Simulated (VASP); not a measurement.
# TiRuN2 (P-4m2) in VASP: density of states with PBE

Aim: the density of states of TiRuN2 with PBE.

All numbers are computed with VASP 6.6.1; they aren't measurements. Logs are shortened: lines on timing, memory, paths and dates and some standing lists are left out, and cuts for length are marked.

### 1 Starting point

Symmetry: P-4m2, No. 115, tetragonal system. The conventional cell has a = 3.243 Å, b = 3.243 Å, c = 4.554 Å, α = 90.00°, β = 90.00°, γ = 90.00°. Ti (site symmetry -4m2) is surrounded by 4 N at 1.96 Å. Ru (site symmetry -4m2) has 4 N at 2.00 Å as nearest neighbours. Around N (site symmetry 2mm) lie 2 Ti at 1.96 Å and 2 Ru at 2.00 Å.

The cell was built by a generator and needn't be a form met in nature.

### 2 Density of states, PBE

File POSCAR:

```
TiRuN2                                  
1.0
    3.2428312714      0.0000000000      0.0000000000
    0.0000000000      3.2428312714      0.0000000000
    0.0000000000     -0.0000000000      4.5544171799
  Ti              Ru              N             
     1     1     2
Direct
     1.0000000000000000    1.0000000000000000    0.0000000000000000
     0.5000000000000000    0.5000000000000000    0.5000000000000000
     0.5000000000000000    1.0000000000000000    0.7564166520514991
     1.0000000000000000    0.5000000000000000    0.2435833479485009
```

File INCAR.step1:

```
PREC = Accurate
ENCUT = 520
EDIFF = 1E-6
ISMEAR = 0
SIGMA = 0.1
LREAL = False
LASPH = True
NELM = 100
ALGO = Fast
ISIF = 2
LWAVE = False
LCHARG = True
LMAXMIX = 4
GGA = PE
NBANDS = 26
KPAR = 4
```

File KPOINTS.step1:

```
regular mesh
0
Gamma
  10 10 8
```

File INCAR.step2:

```
PREC = Accurate
ENCUT = 520
EDIFF = 1E-6
ISMEAR = -5
SIGMA = 0.1
LREAL = False
LASPH = True
NELM = 100
ALGO = Fast
ISIF = 2
LWAVE = False
LCHARG = False
LMAXMIX = 4
GGA = PE
LORBIT = 10
NBANDS = 26
KPAR = 4
NEDOS = 2001
ICHARG = 11
```

File KPOINTS.step2:

```
regular mesh
0
Gamma
  15 15 12
```

Potentials or basis: VASP PAW PBE potentials, release 64 (Ti_sv, Ru_pv, N).

Run with:

```
> cat potpaw_PBE.64/Ti_sv/POTCAR potpaw_PBE.64/Ru_pv/POTCAR potpaw_PBE.64/N/POTCAR > POTCAR
> cp INCAR.step1 INCAR
> cp KPOINTS.step1 KPOINTS
> mpirun -np 4 vasp_std > vasp.out
> cp INCAR.step2 INCAR
> cp KPOINTS.step2 KPOINTS
> mpirun -np 4 vasp_std > vasp.out
```

OUTCAR:

```text
PREC = Accurate
   ENCUT = 520
   EDIFF = 1E-6
   ISMEAR = -5
   LREAL = False
   LASPH = True
   NELM = 100
   ISIF = 2
   GGA = PE
   LORBIT = 10
   ICHARG = 11

 ion  position               nearest neighbor table
   1  0.000  0.000  0.000-   3 1.96   4 1.96   4 1.96   3 1.96
   2  0.500  0.500  0.500-   3 2.00   4 2.00   3 2.00   4 2.00
   3  0.500  0.000  0.756-   1 1.96   1 1.96   2 2.00   2 2.00
   4  0.000  0.500  0.244-   1 1.96   1 1.96   2 2.00   2 2.00

  LATTYP: Found a simple tetragonal cell.
 ALAT       =     3.2428312714
 C/A-ratio  =     1.4044570311

  Lattice vectors:

 A1 = (   3.2428312714,   0.0000000000,   0.0000000000)
 A2 = (   0.0000000000,   3.2428312714,   0.0000000000)
 A3 = (   0.0000000000,   0.0000000000,   4.5544171799)

Analysis of symmetry for initial positions (statically):
=====================================================================
 Subroutine PRICEL returns:
 Original cell was already a primitive cell.

 Routine SETGRP: Setting up the symmetry group for a
 simple tetragonal supercell.

 Subroutine GETGRP returns: Found  8 space group operations
 (whereof  8 operations were pure point group operations)
 out of a pool of 16 trial point group operations.

The static configuration has the point symmetry D_2d.

Analysis of symmetry for dynamics (positions and initial velocities):
=====================================================================
 Subroutine PRICEL returns:
 Original cell was already a primitive cell.

 Routine SETGRP: Setting up the symmetry group for a
 simple tetragonal supercell.

 Subroutine GETGRP returns: Found  8 space group operations
 (whereof  8 operations were pure point group operations)
 out of a pool of 16 trial point group operations.

The dynamic configuration has the point symmetry D_2d.

 Subroutine INISYM returns: Found  8 space group operations
 (whereof  8 operations are pure point group operations),
 and found     1 'primitive' translations

----------------------------------------------------------------------------------------

                                     Primitive cell

  volume of cell :      47.8940

  direct lattice vectors                    reciprocal lattice vectors
     3.242831271  0.000000000  0.000000000     0.308372504  0.000000000  0.000000000
     0.000000000  3.242831271  0.000000000     0.000000000  0.308372504  0.000000000
     0.000000000  0.000000000  4.554417180     0.000000000  0.000000000  0.219567062

  length of vectors
     3.242831271  3.242831271  4.554417180     0.308372504  0.308372504  0.219567062

  position of ions in fractional coordinates (direct lattice)
     0.000000000  0.000000000  0.000000000
     0.500000000  0.500000000  0.500000000
     0.500000000  0.000000000  0.756416652
     0.000000000  0.500000000  0.243583348

  ion indices of the primitive-cell ions
   primitive index   ion index
                 1           1
                 2           2
                 3           3
                 4           4

----------------------------------------------------------------------------------------

 KPOINTS: regular mesh

Automatic generation of k-mesh.
 Grid dimensions read from file:
 generate k-points for:   15   15   12

 Generating k-lattice:

  Cartesian coordinates                     Fractional coordinates (reciprocal lattice)
     0.020558167  0.000000000  0.000000000     0.066666667  0.000000000  0.000000000
     0.000000000  0.020558167  0.000000000     0.000000000  0.066666667  0.000000000
     0.000000000  0.000000000  0.018297255     0.000000000  0.000000000  0.083333333

  Length of vectors
     0.020558167  0.020558167  0.018297255

  Shift w.r.t. Gamma in fractional coordinates (k-lattice)
     0.000000000  0.000000000  0.000000000

 TETIRR: Found   4038 inequivalent tetrahedra from    16200

 Subroutine IBZKPT returns following result:
 ===========================================

 Found    252 irreducible k-points:

 Following reciprocal coordinates:
            Coordinates               Weight
  0.000000  0.000000  0.000000      1.000000
  0.066667  0.000000  0.000000      4.000000
  0.133333  0.000000  0.000000      4.000000
  0.200000  0.000000  0.000000      4.000000
  0.266667  0.000000  0.000000      4.000000
  0.333333  0.000000  0.000000      4.000000
[... 16 lines left out ...]
  0.266667  0.200000  0.000000      8.000000
  0.333333  0.200000  0.000000      8.000000
 [... further k-points ...]
   k-points           NKPTS =    252   k-points in BZ     NKDIM =    252   number of bands    NBANDS=     26
   number of dos      NEDOS =   2001   number of ions     NIONS =      4
   total plane-waves  NPLWV =  20736
   dimension x,y,z NGX =    24 NGY =   24 NGZ =   36
   dimension x,y,z NGXF=    48 NGYF=   48 NGZF=   72
   ions per type =               1   1   2
   NGX,Y,Z   is equivalent  to a cutoff of  12.30, 12.30, 13.14 a.u.
   NGXF,Y,Z  is equivalent  to a cutoff of  24.61, 24.61, 26.28 a.u.
 SYSTEM =  unknown system
   PREC   = accura    normal or accurate (medium, high low for compatibility)
   ISTART =      0    job   : 0-new  1-cont  2-samecut
   ICHARG =     11    charge: 1-file 2-atom 10-const
   ISPIN  =      1    spin polarized calculation?
   LNONCOLLINEAR =      F non collinear calculations
   LSORBIT =      F    spin-orbit coupling
   LASPH  =      T    aspherical Exc in radial PAW
   ENCUT  =  520.0 eV  38.22 Ry    6.18 a.u.   6.03  6.03  8.47*2*pi/ulx,y,z
   NELM   =    100;   NELMIN=  2; NELMDL=  0     # of ELM steps
   EDIFF  = 0.1E-05   stopping-criterion for ELM
   LREAL  =      F    real-space projection
   EDIFFG = 0.1E-04   stopping-criterion for IOM
   NSW    =      0    number of steps for IOM
   IBRION =     -1    ionic relax: 0-MD 1-quasi-New 2-CG
   NFREE  =      0    steps in history (QN), initial steepest desc. (CG)
   ISIF   =      2    stress and relaxation
   ISYM   =      2    0-nonsym 1-usesym 2-fastsym
   POTIM  = 0.5000    time-step for ionic-motion
   TEBEG  =    0.0;   TEEND  =   0.0 temperature during run
   PSTRESS=    0.0 pullay stress
   NELECT =      36.0000    total number of electrons
   NUPDOWN=      -1.0000    fix difference up-down
   EMIN   =  10.00;   EMAX   =-10.00  energy-range for DOS
   EFERMI =   0.00;   METHOD = LEGACY
   ISMEAR =    -5;   SIGMA  =   0.10  broadening in eV -4-tet -1-fermi 0-gaus
   EFERMI_NEDOS =   21; number of points for ismear=-14 and -15
   IALGO  =     68    algorithm
   IMIX   =      4    mixing-type and parameters
     AMIX     =   0.40;   BMIX     =  1.00
     AMIX_MAG =   1.60;   BMIX_MAG =  1.00
  volume/ion in A,a.u.               =      11.97        80.80
  Fermi-wavevector in a.u.,A,eV,Ry     =   1.488499  2.812855 30.145459  2.215629
  Thomas-Fermi vector in A             =   2.601526
   LORBIT       =     10    0 simple, 1 ext, 2 COOP (PROOUT), +10 PAW based schemes
   GGA     = PE    functional components
   LHFCALC =     F    Hartree Fock is set to
   AEXX    =    0.0000 exact exchange contribution
   IVDW    =     0    specifies the selected vdW correction
   LEPSILON=     F    determine dielectric tensor
   LRPA    =     F    only Hartree local field effects (RPA)
 non-spin polarized calculation
 RMM-DIIS sequential band-by-band and
 Fermi weights with tetrahedron method with Bloechl corrections
  energy-cutoff  :      520.00
  volume of cell :       47.89
 maximum number of plane-waves:      1311

 number of electron      36.0000010 magnetization

 Free energy of the ion-electron system (eV)
  ---------------------------------------------------
  ext. energy  EPLUGINS =         0.00000000
  ---------------------------------------------------
  free energy    TOTEN  =       -35.89374323 eV

  energy without entropy =      -35.89374323  energy(sigma->0) =      -35.89374323

 E-fermi :   8.4981     XC(G=0): -11.9509

 val. band max:        8.5490826654   @ k =   0.4667   0.0000   0.0833
 cond. band min:       8.4671779031   @ k =   0.4667   0.4667   0.3333
 fundamental gap:     -0.0819047623
 Fermi energy:         8.4980631287

 k-point     1 :       0.0000    0.0000    0.0000
  band No.  band energies     occupation
      1     -48.7098      2.00000
      2     -34.7754      2.00000
      3     -34.5989      2.00000
      4     -34.5989      2.00000
      5     -25.0659      2.00000
      6     -24.9361      2.00000
[... 18 lines left out ...]
     25      13.7074      0.00000
     26      13.7074      0.00000

 k-point     2 :       0.0667    0.0000    0.0000
  band No.  band energies     occupation
      1     -48.7092      2.00000
      2     -34.7749      2.00000
      3     -34.6033      2.00000
      4     -34.5986      2.00000
      5     -25.0652      2.00000
      6     -24.9443      2.00000
[... 18 lines left out ...]
     25      13.6502      0.00000
     26      13.7153      0.00000

 k-point     3 :       0.1333    0.0000    0.0000
  band No.  band energies     occupation
      1     -48.7075      2.00000
      2     -34.7734      2.00000
      3     -34.6157      2.00000
      4     -34.5978      2.00000
      5     -25.0635      2.00000
      6     -24.9673      2.00000
[... 18 lines left out ...]
     25      13.5515      0.00000
     26      13.7276      0.00000

 k-point     4 :       0.2000    0.0000    0.0000
  band No.  band energies     occupation
      1     -48.7050      2.00000
      2     -34.7712      2.00000
      3     -34.6339      2.00000
      4     -34.5965      2.00000
      5     -25.0618      2.00000
      6     -25.0001      2.00000
[... 18 lines left out ...]
     25      13.4540      0.00000
     26      13.7182      0.00000

 k-point     5 :       0.2667    0.0000    0.0000
  band No.  band energies     occupation
      1     -48.7022      2.00000
      2     -34.7686      2.00000
      3     -34.6548      2.00000
      4     -34.5951      2.00000
      5     -25.0658      2.00000
      6     -25.0317      2.00000
[... 18 lines left out ...]
     25      13.5013      0.00000
     26      13.6617      0.00000

 k-point     6 :       0.3333    0.0000    0.0000
  band No.  band energies     occupation
      1     -48.6995      2.00000
      2     -34.7661      2.00000
      3     -34.6748      2.00000
      4     -34.5937      2.00000
      5     -25.0888      2.00000
      6     -25.0424      2.00000
[... 427 lines left out ...]
 k-point    21 :       0.4667    0.1333    0.0000
  band No.  band energies     occupation
      1     -48.6940      2.00000
      2     -34.7608      2.00000
      3     -34.6979      2.00000
      4     -34.6087      2.00000
      5     -25.1268      2.00000
      6     -25.0388      2.00000
[... 18 lines left out ...]
     25      13.0483      0.00000
     26      15.7153      0.00000

 k-point    22 :       0.2000    0.2000    0.0000
  band No.  band energies     occupation
      1     -48.7004      2.00000
      2     -34.7671      2.00000
      3     -34.6319      2.00000
      4     -34.6308      2.00000
      5     -25.0572      2.00000
      6     -25.0014      2.00000
[... 18 lines left out ...]
     25      13.0320      0.00000
     26      13.2320      0.00000

 k-point    23 :       0.2667    0.2000    0.0000
  band No.  band energies     occupation
      1     -48.6975      2.00000
      2     -34.7646      2.00000
      3     -34.6522      2.00000
      4     -34.6299      2.00000
      5     -25.0601      2.00000
      6     -25.0286      2.00000
[... 18 lines left out ...]
     25      13.0088      0.00000
     26      13.3107      0.00000

 k-point    24 :       0.3333    0.2000    0.0000
  band No.  band energies     occupation
      1     -48.6948      2.00000
      2     -34.7621      2.00000
      3     -34.6722      2.00000
      4     -34.6284      2.00000
      5     -25.0824      2.00000
      6     -25.0389      2.00000
[... 18 lines left out ...]
     25      12.9786      0.00000
     26      14.0170      0.00000

 [... further k-points ...]
[... 5 lines left out ...]
  --------------------------------------------------------------------------------------
  -------------------------------------------------------------------------------------
  Total       -0.0947111     -0.0947111     -0.1373036      0.0000000      0.0000000      0.0000000
  in kB       -3.1683282     -3.1683282     -4.5931552      0.0000000      0.0000000      0.0000000
  external PRESSURE =      -3.6432705 kB  Pullay stress =       0.0000000 kB

 VOLUME and BASIS-vectors are now :
 -----------------------------------------------------------------------------
  energy-cutoff  :      520.00
  volume of cell :       47.89
      direct lattice vectors                 reciprocal lattice vectors
     3.242831271  0.000000000  0.000000000     0.308372504  0.000000000  0.000000000
     0.000000000  3.242831271  0.000000000     0.000000000  0.308372504  0.000000000
     0.000000000  0.000000000  4.554417180     0.000000000  0.000000000  0.219567062

 POSITION                                       TOTAL-FORCE (eV/Angst)
 -----------------------------------------------------------------------------------
      0.00000      0.00000      0.00000        -0.000000      0.000000      0.000000
      1.62142      1.62142      2.27721         0.000000      0.000000      0.000000
      1.62142      0.00000      3.44504         0.000000     -0.000000      0.023050
      0.00000      1.62142      1.10938         0.000000      0.000000     -0.023050
 -----------------------------------------------------------------------------------
    total drift:                               -0.000000      0.000000     -0.000000

  FREE ENERGIE OF THE ION-ELECTRON SYSTEM (eV)
  ---------------------------------------------------
  free  energy   TOTEN  =       -35.8937432320 eV

  energy  without entropy=      -35.8937432320  energy(sigma->0) =      -35.89374323

 total charge

# of ion       s       p       d       tot
------------------------------------------
    1        2.216   6.222   2.010  10.448
    2        0.332   6.292   6.028  12.652
    3        1.262   2.460   0.000   3.721
    4        1.262   2.460   0.000   3.721
--------------------------------------------------
tot          5.072  17.433   8.038  30.543
```

Run time: 99 s. Hardware: 4 MPI ranks of Intel Xeon Platinum 8375C at 2.90GHz (Ice Lake), shared host; peak memory 0.39 GiB.

What came out:

| Property | Result |
| --- | --- |
| Valence electrons inside the program's atomic spheres | Ti 10.45; Ru 12.65; N 3.72 |

States per cell in windows of 0.5 eV (zero at the Fermi level; states under -8 eV left out):
| from (eV) | total | Ru2_d | Ti1_d | N3_p | N4_p | Ru2_p | Ti1_p |
| --- | --- | --- | --- | --- | --- | --- | --- |
| -8.0 | 0.00 | 0.00 | 0.00 | 0.00 | 0.00 | 0.00 | 0.00 |
| -7.5 | 0.00 | 0.00 | 0.00 | 0.00 | 0.00 | 0.00 | 0.00 |
| -7.0 | 0.69 | 0.15 | 0.04 | 0.10 | 0.10 | 0.00 | 0.00 |
| -6.5 | 1.93 | 0.43 | 0.11 | 0.30 | 0.30 | 0.02 | 0.03 |
| -6.0 | 2.78 | 0.77 | 0.15 | 0.47 | 0.47 | 0.05 | 0.05 |
| -5.5 | 1.78 | 0.50 | 0.12 | 0.32 | 0.32 | 0.03 | 0.01 |
| -5.0 | 2.41 | 0.37 | 0.30 | 0.48 | 0.48 | 0.04 | 0.04 |
| -4.5 | 1.66 | 0.18 | 0.21 | 0.36 | 0.36 | 0.03 | 0.05 |
| -4.0 | 0.89 | 0.06 | 0.10 | 0.21 | 0.21 | 0.02 | 0.04 |
| -3.5 | 0.01 | 0.00 | 0.00 | 0.00 | 0.00 | 0.00 | 0.00 |
| -3.0 | 0.00 | 0.00 | 0.00 | 0.00 | 0.00 | 0.00 | 0.00 |
| -2.5 | 0.21 | 0.12 | 0.02 | 0.00 | 0.00 | 0.01 | 0.00 |
| -2.0 | 1.71 | 0.94 | 0.21 | 0.05 | 0.05 | 0.03 | 0.02 |
| -1.5 | 1.18 | 0.75 | 0.13 | 0.04 | 0.04 | 0.01 | 0.01 |
| -1.0 | 1.59 | 0.97 | 0.24 | 0.07 | 0.07 | 0.01 | 0.01 |
| -0.5 | 1.33 | 0.66 | 0.28 | 0.07 | 0.07 | 0.02 | 0.01 |
| 0.0 | 0.89 | 0.38 | 0.22 | 0.06 | 0.06 | 0.01 | 0.00 |
| 0.5 | 1.21 | 0.45 | 0.42 | 0.05 | 0.05 | 0.01 | 0.01 |
| 1.0 | 1.56 | 0.46 | 0.66 | 0.07 | 0.07 | 0.02 | 0.01 |
| 1.5 | 1.65 | 0.24 | 0.99 | 0.06 | 0.06 | 0.02 | 0.01 |
| 2.0 | 1.18 | 0.30 | 0.47 | 0.07 | 0.07 | 0.02 | 0.02 |
| 2.5 | 1.23 | 0.27 | 0.47 | 0.09 | 0.09 | 0.03 | 0.02 |
| 3.0 | 2.08 | 0.36 | 0.94 | 0.15 | 0.15 | 0.04 | 0.04 |
| 3.5 | 1.65 | 0.24 | 0.82 | 0.14 | 0.14 | 0.03 | 0.04 |
| 4.0 | 1.18 | 0.10 | 0.67 | 0.10 | 0.10 | 0.01 | 0.03 |
| 4.5 | 1.38 | 0.15 | 0.68 | 0.15 | 0.15 | 0.01 | 0.03 |
| 5.0 | 0.59 | 0.07 | 0.22 | 0.07 | 0.07 | 0.00 | 0.01 |
| 5.5 | 0.22 | 0.01 | 0.04 | 0.02 | 0.02 | 0.00 | 0.00 |
| 6.0 | 0.23 | 0.01 | 0.03 | 0.02 | 0.02 | 0.00 | 0.00 |
| 6.5 | 0.31 | 0.01 | 0.03 | 0.02 | 0.02 | 0.00 | 0.00 |
| 7.0 | 0.25 | 0.01 | 0.03 | 0.01 | 0.01 | 0.01 | 0.00 |
| 7.5 | 0.16 | 0.01 | 0.02 | 0.01 | 0.01 | 0.00 | 0.00 |

Caveat: tetrahedron occupations give inexact forces and stress in metals.
